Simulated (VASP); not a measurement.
Output of a VASP run:

File OSZICAR:
```
       N       E                     dE             d eps       ncg     rms          rms(c)
DAV:   1     0.185403016624E+02    0.18540E+02   -0.40188E+03  1008   0.843E+02
DAV:   2    -0.354968455299E+01   -0.22090E+02   -0.22072E+02  1029   0.145E+02
DAV:   3    -0.401017385689E+01   -0.46049E+00   -0.46049E+00  1379   0.299E+01
DAV:   4    -0.401401576178E+01   -0.38419E-02   -0.38419E-02  1225   0.232E+00
DAV:   5    -0.401406886192E+01   -0.53100E-04   -0.53100E-04  1358   0.240E-01    0.191E-01
DAV:   6    -0.334857606084E+01    0.66549E+00   -0.12985E-01  1036   0.760E+00    0.318E-01
DAV:   7    -0.352478162107E+01   -0.17621E+00   -0.15351E-01  1022   0.411E+00    0.257E-01
DAV:   8    -0.353597457951E+01   -0.11193E-01   -0.40991E-03  1043   0.108E+00    0.348E-01
DAV:   9    -0.356550797161E+01   -0.29533E-01   -0.34727E-02  1008   0.364E+00    0.690E-02
DAV:  10    -0.356383718417E+01    0.16708E-02   -0.23407E-04  1134   0.283E-01    0.696E-02
DAV:  11    -0.355888756398E+01    0.49496E-02   -0.10288E-02  1008   0.184E+00    0.496E-02
DAV:  12    -0.355052901251E+01    0.83586E-02   -0.43998E-03  1008   0.102E+00    0.279E-02
DAV:  13    -0.355027706165E+01    0.25195E-03   -0.24427E-04  1085   0.258E-01    0.159E-02
DAV:  14    -0.354969221574E+01    0.58485E-03   -0.68911E-05  1008   0.981E-02    0.112E-02
DAV:  15    -0.354896641525E+01    0.72580E-03   -0.66310E-04  1008   0.187E-01    0.598E-03
DAV:  16    -0.354886506458E+01    0.10135E-03   -0.57287E-05  1008   0.562E-02    0.450E-03
DAV:  17    -0.354881592063E+01    0.49144E-04   -0.38609E-06  1295   0.298E-02    0.241E-03
DAV:  18    -0.354877289684E+01    0.43024E-04   -0.64726E-06  1008   0.220E-02    0.132E-03
DAV:  19    -0.354874942242E+01    0.23474E-04   -0.35530E-06  1008   0.229E-02    0.463E-04
DAV:  20    -0.354874006895E+01    0.93535E-05   -0.33983E-07  1008   0.717E-03    0.313E-04
DAV:  21    -0.354874236920E+01   -0.23002E-05   -0.26872E-07  1008   0.775E-03    0.203E-04
DAV:  22    -0.354874419664E+01   -0.18274E-05   -0.62438E-08  1036   0.315E-03    0.129E-04
DAV:  23    -0.354874297328E+01    0.12234E-05   -0.11043E-08  1022   0.114E-03    0.485E-05
DAV:  24    -0.354874398737E+01   -0.10141E-05   -0.54045E-09   651   0.773E-04    0.130E-05
DAV:  25    -0.354874435532E+01   -0.36795E-06   -0.49212E-09   553   0.828E-04    0.371E-05
DAV:  26    -0.354874453097E+01   -0.17565E-06   -0.74543E-10   511   0.525E-04    0.925E-06
DAV:  27    -0.354874467277E+01   -0.14180E-06   -0.30654E-10   511   0.230E-04    0.316E-06
DAV:  28    -0.354874468472E+01   -0.11951E-07   -0.43277E-11   525   0.722E-05
   1 F= -.35487447E+01 E0= -.35484786E+01  d E =-.798223E-03
```

OUTCAR:
```
------------------------ aborting loop because EDIFF is reached ----------------------------------------
  FORCE on cell =-STRESS in cart. coord.  units (eV):
  Direction    XX          YY          ZZ          XY          YZ          ZX
  --------------------------------------------------------------------------------------
  Total       -0.1094142     -0.1094142     -0.1094142      0.0000000     -0.0000000      0.0000000
  in kB       -4.4259830     -4.4259830     -4.4259830      0.0000000     -0.0000000      0.0000000
  external PRESSURE =      -4.4259830 kB  Pullay stress =       0.0000000 kB
  volume of cell :       39.61
      direct lattice vectors                 reciprocal lattice vectors
    -2.147359996  2.147359996  2.147359996     0.000000000  0.232844051  0.232844051
     2.147359996 -2.147359996  2.147359996     0.232844051  0.000000000  0.232844051
     2.147359996  2.147359996 -2.147359996     0.232844051  0.232844051  0.000000000
 POSITION                                       TOTAL-FORCE (eV/Angst)
 -----------------------------------------------------------------------------------
      0.00000      0.00000      0.00000         0.000000      0.000000      0.000000
 -----------------------------------------------------------------------------------
    total drift:                               -0.000000     -0.000000     -0.000000
  FREE ENERGIE OF THE ION-ELECTRON SYSTEM (eV)
  ---------------------------------------------------
  free  energy   TOTEN  =        -3.5487446847 eV

  energy  without entropy=       -3.5479464615  energy(sigma->0) =       -3.54847861
```
(Selected blocks of OUTCAR.)

File POSCAR:
```
Na
1
   -2.1473599962     2.1473599962     2.1473599962
    2.1473599962    -2.1473599962     2.1473599962
    2.1473599962     2.1473599962    -2.1473599962
Na
1
Direct
  1.0000000000   1.0000000000   1.0000000000
```

Reconstruct the remaining input files.

One answer among several that fit: the input of the run itself, r2SCAN meta-GGA, plane waves, VASP's PBE PAW potentials (set 64).

**INCAR**
```
ALGO  =  Normal
LMIXTAU  =  .TRUE.
LASPH  =  .TRUE.
SIGMA  =  0.1
NELM  =  100   # most electronic steps
EDIFF  =  1E-7   # SCF stop (eV)
ENCUT  =  520   # plane-wave cut-off (eV)
ISMEAR  =  1   # Methfessel-Paxton
LREAL  =  .FALSE.   # projection in real space or not
LWAVE  =  .FALSE.
METAGGA  =  R2SCAN
LCHARG  =  .FALSE.
PREC  =  Accurate
ISIF  =  2   # forces and stress, cell fixed
SYSTEM  =  Na
```

KPOINTS:
```
Regular mesh
0
Gamma
  12 12 12
```

POTCAR, in this order: Na_pv (PBE.64 set). Program: vasp_std.

The compound is Na in the bcc structure. This cell is one point of a volume scan, at 1.03 of the reference volume.
